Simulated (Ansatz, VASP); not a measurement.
# Li4Ge11O24 in two plane-wave programs

Aim: how closely do two programs agree when they are given the same cell, functional and k mesh? The structure shown is frame 71 of Ansatz's trajectory.

Calculated with Ansatz 0.2.0; plane waves, with VASP 6.6.1 beside it; single point at revPBE.

**1. The structure**

The cell holds 78 atoms: 22 Ge, 8 Li and 48 O. Cell: a = 10.336 Å, b = 10.336 Å, c = 10.336 Å, α = 90.0°, β = 90.0°, γ = 90.0°. As first built, before any earlier steps moved the atoms (in the runner's words): 78 atoms (22 Ge, 8 Li, 48 O) placed at random at 3.6 g/cm^3, melted at 4000 K for 10 ps at fixed volume with the Morse and Coulomb pair potential with partial charges (Pedone, Malavasi, Menziani, Cormack and Segre, J. Phys. Chem. B 110, 11780 (2006)). Quenched from 4000 K to 300 K at 100 K/ps and fixed volume, held 10 ps at zero pressure.

**2. Ansatz: dynamics, revPBE**

Ansatz runs on its default PAW (the set named soft_2) files.

One frame of this run of dynamics is then solved in both programs, so the motion causes no difference.

File input.yaml:

```yaml
crystal:
  lattice:
    - [10.33575, 0.0, 0.0]
    - [0.0, 10.33575, 0.0]
    - [0.0, 0.0, 10.33575]
  atoms:
    - { symbol: Ge, position: [0.70022, 0.31351, 0.93634] }
    - { symbol: Ge, position: [0.90353, 0.42634, 0.36374] }
    - { symbol: Ge, position: [0.94295, 0.6693, 0.15823] }
    - { symbol: Ge, position: [0.3554, 0.99261, 0.88662] }
    - { symbol: Ge, position: [0.85461, 0.07057, 0.4968] }
    - { symbol: Ge, position: [0.68267, 0.76603, 0.72791] }
    - { symbol: Ge, position: [0.17741, 0.45056, 0.85134] }
    - { symbol: Ge, position: [0.01561, 0.9914, 0.7551] }
    - { symbol: Ge, position: [0.77271, 0.9128, 0.23423] }
    - { symbol: Ge, position: [0.99751, 0.67694, 0.70973] }
    - { symbol: Ge, position: [0.99271, 0.21635, 0.99442] }
    - { symbol: Ge, position: [0.53904, 0.68907, 0.18036] }
    - { symbol: Ge, position: [0.22059, 0.6105, 0.4793] }
    - { symbol: Ge, position: [0.35733, 0.92626, 0.30531] }
    - { symbol: Ge, position: [0.25607, 0.20489, 0.69875] }
    - { symbol: Ge, position: [0.49072, 0.56445, 0.89541] }
    - { symbol: Ge, position: [0.76288, 0.36327, 0.62494] }
    - { symbol: Ge, position: [0.34416, 0.29619, 0.4263] }
    - { symbol: Ge, position: [0.424, 0.83712, 0.60552] }
    - { symbol: Ge, position: [0.09345, 0.1462, 0.295] }
    - { symbol: Ge, position: [0.60723, 0.37932, 0.24797] }
    - { symbol: Ge, position: [0.66916, 0.00458, 0.94671] }
    - { symbol: Li, position: [0.10058, 0.92039, 0.10441] }
    - { symbol: Li, position: [0.16053, 0.75599, 0.92244] }
    - { symbol: Li, position: [0.24818, 0.69241, 0.17325] }
    - { symbol: Li, position: [0.06512, 0.84115, 0.34142] }
    - { symbol: Li, position: [0.58198, 0.10154, 0.3859] }
    - { symbol: Li, position: [0.87619, 0.50035, 0.90572] }
    - { symbol: Li, position: [0.50874, 0.14378, 0.1117] }
    - { symbol: Li, position: [0.4747, 0.53811, 0.61262] }
    - { symbol: O, position: [0.55579, 0.66568, 0.77792] }
    - { symbol: O, position: [0.79172, 0.20733, 0.56664] }
    - { symbol: O, position: [0.06109, 0.56492, 0.81845] }
    - { symbol: O, position: [0.91151, 0.82537, 0.22857] }
    - { symbol: O, position: [0.33366, 0.14982, 0.83562] }
    - { symbol: O, position: [0.24053, 0.21179, 0.34064] }
    - { symbol: O, position: [0.54495, 0.53592, 0.24091] }
    - { symbol: O, position: [0.3968, 0.90393, 0.74826] }
    - { symbol: O, position: [0.74352, 0.99302, 0.09372] }
    - { symbol: O, position: [0.61917, 0.30274, 0.10573] }
    - { symbol: O, position: [0.00152, 0.3031, 0.33302] }
    - { symbol: O, position: [0.20207, 0.97905, 0.25767] }
    - { symbol: O, position: [0.08886, 0.63419, 0.58062] }
    - { symbol: O, position: [0.19494, 0.35579, 0.71406] }
    - { symbol: O, position: [0.66301, 0.78639, 0.21967] }
    - { symbol: O, position: [0.99522, 0.06563, 0.4039] }
    - { symbol: O, position: [0.70927, 0.88648, 0.8387] }
    - { symbol: O, position: [0.90116, 0.98249, 0.63408] }
    - { symbol: O, position: [0.35212, 0.68912, 0.57107] }
    - { symbol: O, position: [0.08721, 0.68713, 0.07749] }
    - { symbol: O, position: [0.48391, 0.02047, 0.26181] }
    - { symbol: O, position: [0.23268, 0.92216, 0.96581] }
    - { symbol: O, position: [0.93245, 0.56477, 0.28403] }
    - { symbol: O, position: [0.03417, 0.14481, 0.1382] }
    - { symbol: O, position: [0.58632, 0.43099, 0.90391] }
    - { symbol: O, position: [0.40945, 0.78399, 0.23741] }
    - { symbol: O, position: [0.59391, 0.82189, 0.59826] }
    - { symbol: O, position: [0.98805, 0.08571, 0.88443] }
    - { symbol: O, position: [0.75341, 0.00602, 0.37969] }
    - { symbol: O, position: [0.0545, 0.82824, 0.76393] }
    - { symbol: O, position: [0.49628, 0.00085, 0.97307] }
    - { symbol: O, position: [0.68798, 0.15621, 0.88725] }
    - { symbol: O, position: [0.33044, 0.51551, 0.86901] }
    - { symbol: O, position: [0.61247, 0.41517, 0.59164] }
    - { symbol: O, position: [0.14454, 0.08095, 0.68529] }
    - { symbol: O, position: [0.85906, 0.31092, 0.01218] }
    - { symbol: O, position: [0.49729, 0.66477, 0.01929] }
    - { symbol: O, position: [0.27856, 0.4556, 0.44965] }
    - { symbol: O, position: [0.74978, 0.37866, 0.31542] }
    - { symbol: O, position: [0.1138, 0.33174, 0.94572] }
    - { symbol: O, position: [0.48376, 0.3098, 0.34076] }
    - { symbol: O, position: [0.8774, 0.4427, 0.52887] }
    - { symbol: O, position: [0.79578, 0.37038, 0.79048] }
    - { symbol: O, position: [0.82732, 0.62381, 0.04886] }
    - { symbol: O, position: [0.1807, 0.69801, 0.3453] }
    - { symbol: O, position: [0.82955, 0.6959, 0.69662] }
    - { symbol: O, position: [0.37053, 0.91824, 0.46982] }
    - { symbol: O, position: [0.35638, 0.22094, 0.56832] }
kpoints:
  mp_grid: { grid: [1, 1, 1] }
hamiltonian:
  xc: revpbe
scf:
  occupations: { method: gaussian, width: 0.05 }
output:
  forces: true
md:
  timestep: 1.0
  n_steps: 214
  ensemble: nve
  temperature: 300
  initial_velocities: maxwell_boltzmann
  seed: 6178
```

Run with:

```sh
> ansatz run input.yaml --threads 4 --pin off --max-ram 8192MiB --backend cpu --events-out ev --progress --plain --runs-dir out
```

Numbers of over 12 decimals in the logs are rounded to 6 here.

What it wrote:

```text
Warning: md: disabling space-group detection — thermal motion breaks the input geometry's symmetry, so no spatial operation reduces the k-mesh or symmetrises the density; time reversal is kept, so that k and −k are solved as one point where they differ and the mesh holds both, and exact exchange and, on two spinor components, a DFT+U term hold to it where the run has them: on two components no moment then forms, and  [...]
Engine: ansatz 0.2.0, aarch64-unknown-linux-gnu
Pseudopotentials: kind: paw
Pseudopotential: Ge, paw, valence charge 14, recommended cutoff 420 eV (normal), Ge.paw.azcp
Pseudopotential: Li, paw, valence charge 3, recommended cutoff 420 eV (normal), Li.paw.azcp
Pseudopotential: O, paw, valence charge 6, recommended cutoff 420 eV (normal), O.paw.azcp
Functional definition: revPBE
  parameter kappa = 1.245
  parameter beta = 0.066725
  exchange = pbe_x(kappa = kappa, mu = beta*pi^2/3)
  correlation = pbe_c(beta = beta)
Crystal: 78 atoms, lattice volume = 1104.145 Å³
Basis set: ecut = 420 eV, 21631 PW (Γ), exchange–correlation on 144×144×144 points (8 copies of the dense FFT grid, shifted against one another)
Bands: 388, of which v1, the nominal top of the filled ones, is band 310 counted from 1 (309 counted from 0)
Symmetry: 1 space group operations
k-points: 1
Non-local potential: Ge, projectors of the file, l = 0: 2, l = 1: 2, l = 2: 3, l = 3: 1
Non-local potential: Li, projectors of the file, l = 0: 3, l = 1: 2, l = 2: 1
Non-local potential: O, projectors of the file, l = 0: 2, l = 1: 2, l = 2: 1
PAW form: soft (Blöchl's): semilocal exchange-correlation on the pseudo side does not see the compensation charge
PAW frozen core: Ge, regenerated for the run's functional, and the local potential with it (the file was generated under x = pbe(κ = 0.804, μ = 0.219515), c = pbe(β = 0.066725))
PAW frozen core: O, regenerated for the run's functional, and the local potential with it (the file was generated under x = pbe(κ = 0.804, μ = 0.219515), c = pbe(β = 0.066725))
PAW one-centre angular grid: Ge, 590 points (default); XC on 64 Gauss nodes
PAW one-centre angular grid: Li, 110 points (default); XC on 64 Gauss nodes
PAW one-centre angular grid: O, 110 points (default); XC on 64 Gauss nodes
Initial density: superposition of atomic densities (neutral atoms: chi_scale 0, normalization atom), corrected by the library's trained network
Initial wavefunctions: pseudopotential atomic-orbital guess
Functional: x = revpbe(κ = 1.245, μ = 0.219515), c = pbe(β = 0.066725)
SCF iter   1: F=—  HF=-123516.281606 eV  |F-HF|=—  |Δ(HF+E_count)|=         —  Δρ=4.76e-3  dr2=3.01e-1  ethr=1.77e-3  ⟨swp⟩=6.0  Hψ=1528  notcnv=0  defer=44
preconditioner: auto → Resta (q_TF=auto, 2.478 Å⁻¹)  ε∞=2.7  [insulator: Δε(μ)=1.239 eV  Ē_g=21.075 eV  σ=0.050 eV  W_gap=1.00  n_scr=256 (ndim 8)  ℏωp=27.5 eV  f_vac=0.232  D(μ)=0.00/eV (n_scr^D=0)  ε∞_Penn≈2.7]
SCF iter   2: F=—  HF=-123516.227205 eV  |F-HF|=—  |Δ(HF+E_count)|=   5.44e-2  Δρ=2.50e-3  dr2=4.94e-2  ethr=4.85e-5  ⟨swp⟩=2.0  Hψ=602  notcnv=0  defer=72
SCF iter   3: F=—  HF=-123516.224444 eV  |F-HF|=—  |Δ(HF+E_count)|=   2.76e-3  Δρ=1.03e-3  dr2=1.60e-2  ethr=7.96e-6  ⟨swp⟩=2.0  Hψ=465  notcnv=0  defer=72
SCF iter   4: F=—  HF=-123516.224379 eV  |F-HF|=—  |Δ(HF+E_count)|=   6.42e-5  Δρ=4.95e-4  dr2=2.70e-3  ethr=2.57e-6  ⟨swp⟩=2.0  Hψ=512  notcnv=0  defer=72
SCF iter   5: F=—  HF=-123516.224262 eV  |F-HF|=—  |Δ(HF+E_count)|=   1.17e-4  Δρ=1.72e-4  dr2=3.52e-4  ethr=4.36e-7  ⟨swp⟩=2.0  Hψ=512  notcnv=0  defer=72
SCF iter   6: F=—  HF=-123516.224493 eV  |F-HF|=—  |Δ(HF+E_count)|=   2.31e-4  Δρ=9.22e-5  dr2=8.36e-5  ethr=5.68e-8  ⟨swp⟩=2.0  Hψ=526  notcnv=0  defer=72
SCF iter   7: F=—  HF=-123516.224153 eV  |F-HF|=—  |Δ(HF+E_count)|=   3.40e-4  Δρ=2.54e-5  dr2=7.01e-6  ethr=1.35e-8  ⟨swp⟩=2.0  Hψ=624  notcnv=0  defer=72
SCF iter   8: F=—  HF=-123516.225522 eV  |F-HF|=—  |Δ(HF+E_count)|=   1.37e-3  Δρ=1.34e-5  dr2=1.90e-6  ethr=1.13e-9  ⟨swp⟩=2.0  Hψ=598  notcnv=0  defer=73
SCF iter   9: F=—  HF=-123516.225523 eV  |F-HF|=—  |Δ(HF+E_count)|=   4.69e-7  Δρ=4.07e-6  dr2=1.67e-7  ethr=3.06e-10  ⟨swp⟩=2.0  Hψ=611  notcnv=0  defer=73
SCF iter  10: F=-123516.225523 eV  HF=-123516.225523 eV  |F-HF|=1.14e-8  |Δ(HF+E_count)|=   2.06e-7  Δρ=2.01e-6  dr2=4.44e-8  ethr=1.26e-11  ⟨swp⟩=4.0  Hψ=1147  notcnv=0
SCF 1 converged in 10 iterations: F = -123516.225523 eV  dr2 = 4.44e-8
[...]
md step   207: t =   207.00 fs  T =   668.8 K  F+E_penalty+E_count = -123519.90130355 eV  E_kin = 6.656451 eV  conserved = -123513.24485249 eV  (3 SCF iters)
[...]
md step   208: t =   208.00 fs  T =   672.7 K  F+E_penalty+E_count = -123519.94030966 eV  E_kin = 6.695136 eV  conserved = -123513.24517379 eV  (3 SCF iters)
[...]
md step   209: t =   209.00 fs  T =   675.2 K  F+E_penalty+E_count = -123519.96589561 eV  E_kin = 6.720479 eV  conserved = -123513.24541628 eV  (3 SCF iters)
md step   210: t =   210.00 fs  T =   676.0 K  F+E_penalty+E_count = -123519.97411930 eV  E_kin = 6.728563 eV  conserved = -123513.24555618 eV  (9 SCF iters)
[...]
md step   211: t =   211.00 fs  T =   674.9 K  F+E_penalty+E_count = -123519.96274665 eV  E_kin = 6.717173 eV  conserved = -123513.24557353 eV  (4 SCF iters)
[...]
md step   212: t =   212.00 fs  T =   671.8 K  F+E_penalty+E_count = -123519.93150672 eV  E_kin = 6.686040 eV  conserved = -123513.24546671 eV  (4 SCF iters)
[...]
md step   213: t =   213.00 fs  T =   666.8 K  F+E_penalty+E_count = -123519.88215030 eV  E_kin = 6.636902 eV  conserved = -123513.24524793 eV  (4 SCF iters)
[...]
md step   214: t =   214.00 fs  T =   660.4 K  F+E_penalty+E_count = -123519.81827042 eV  E_kin = 6.573331 eV  conserved = -123513.24493963 eV  (9 SCF iters)
SCF converged after 9 iterations
Free energy (F): -123519.818270 eV
Harris-Foulkes:  -123519.818270 eV  (|F-HF|=1.84e-8)
Internal energy: -123519.818270 eV  (E = F + TS)
E sigma→0 (E₀):  -123519.818270 eV
Fermi energy:    5.073412 eV
--- Per-component energies (eV) ---
  E_band       = -6263.354337
  E_kinetic    = 11007.584071
  E_local      = -86972.031708  (includes V_loc(G=0)·N_el)
  E_nonlocal   = 11345.280146
  E_hartree    = 36610.104677
  E_xc         = -5263.510119
  E_vxc        = -6003.282668  (∫ρ·V_xc dr)
  E_paw        = -52457.000283  (= ΣΔE_a)
  E_vpaw       = -8861.238210  (= ΣTr[D̂ρ^β])
  E_aug_tail   = 0.121718  (compensation charges beyond the density's cutoff)
  E_ewald      = -37786.751988
  E_core_change = -3.614784  (= ΣΔE_core)
  E_smearing   = -0.000000  (= −TS)
  E_closure    = -0.000000  (closes the sum)
  Σ components = -123519.818270   (vs F -123519.818270, Δ=0.00e0)
--- Forces (eV/Å), atoms counted from 1 ---
  atom   1  Ge     1.46584536    -1.97152716    -0.00043534
  atom   2  Ge     1.62792900     1.61981633    -0.49359510
  atom   3  Ge     0.95460701    -2.38657118    -0.29465655
  atom   4  Ge    -0.23534355    -0.76783512     1.27486794
  atom   5  Ge     1.30688001     1.32977435     1.29505447
  atom   6  Ge     0.45606470    -0.27899869     2.56041026
  atom   7  Ge     0.12861166    -5.04720094    -0.42633105
  atom   8  Ge    -0.89030020     0.82585215     0.72789834
  atom   9  Ge     0.91759270    -1.29583783    -0.68425261
  atom  10  Ge    -0.63903780     0.09974365    -2.16815841
  atom  11  Ge     0.28648622    -0.19241780    -1.57383445
  atom  12  Ge     2.28097621    -0.00860198    -0.41255480
  atom  13  Ge    -1.61700114    -0.18290611     0.80772911
  atom  14  Ge    -0.37700889    -0.51531644    -2.45501886
  atom  15  Ge     0.49285280     1.09589965     1.89460452
  atom  16  Ge     0.91530157     1.23186437    -0.47081138
  atom  17  Ge    -0.86841497     0.11107803     0.63882259
  atom  18  Ge     1.01044228     2.19389875    -0.69842872
  atom  19  Ge     2.25341458    -2.20605809     3.65255170
  atom  20  Ge     0.21055676     1.08631902     1.05425299
  atom  21  Ge     1.47582857     0.36312583     0.51368039
  atom  22  Ge     3.38378501     0.83378416    -0.40386033
  atom  23  Li     0.41649080    -0.45141321     0.18031089
  atom  24  Li     0.32343925     0.49617486     0.43932945
[...]
atom  71  O     -2.28480575    -0.79766195     0.23064120
  atom  72  O      0.76050112    -0.31774056    -0.66268706
  atom  73  O     -0.89805161     0.53189282    -0.25602512
  atom  74  O      0.39705291     1.55691079     0.83940002
  atom  75  O      0.92748702    -0.83228797     0.16488061
  atom  76  O      1.12422455     0.75888821     0.59111913
  atom  77  O     -0.93993406     2.15662379    -1.35147692
  atom  78  O      0.30106404    -1.08169340    -0.08260748
  max |Σ_I F_I| component: 4.10e-5 eV/Å
--- MD trajectory: 214 steps, t = 0.0 → 214.0 fs ---
  final state: T = 660.4 K   F+E_penalty+E_count = -123519.81827042 eV   E_kin = 6.573331 eV
  conserved energy: peak-to-peak 1.021e-2 eV (1.309e-4 eV/atom) over 214.0 fs
```

In the SCF lines HF is the Harris–Foulkes energy and dr2 the Hartree energy of the density residual, in eV; the loop may stop once dr2 is under the threshold and the program's other checks hold. Hψ counts applications of the Hamiltonian.

(Continued in part 2 of 2.)

[Lines on the potential files, build, host, timing and source positions are cut from VASP's logs without a mark.]

[Logs are printed without paths, hosts, clocks, repeated set-up lines and the standing remarks that a program may print on its own settings, such as how far it seeks lower states.]

[Hosts, paths, dates, database ids (printed as entryN), source tags and the programs' standing remarks are cut or masked in the printed files.]
